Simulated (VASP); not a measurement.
Energy against volume of Pt (fcc). Level of theory: RPBE GGA, VASP's PBE PAW potentials (set 64) (plane waves; VASP). Settings: 520 eV cut-off, 16×16×16 Γ-centred mesh, first-order Methfessel-Paxton smearing of 0.10 eV, potentials Pt.

| V (Å³/atom) | E (eV/atom) |
|---|---|
| 14.915 | -5.40683 |
| 15.390 | -5.44348 |
| 15.866 | -5.45488 |
| 16.342 | -5.44555 |

### Question
Fit these four points and predict the energy of the run at 16.818 Å³/atom.

### Answer
A cubic in V^(−2/3), the third-order Birch-Murnaghan form, passes through the four points with V0 = 15.87 Å³/atom and B0 = 231 GPa, and gives -5.4193 eV/atom there. The run gave -5.4192 eV/atom, +0.0 meV/atom from the fit; all five points give B0 = 231 GPa.

The compound is Pt in the fcc structure. It was relaxed first, which changed the volume by +5 %.
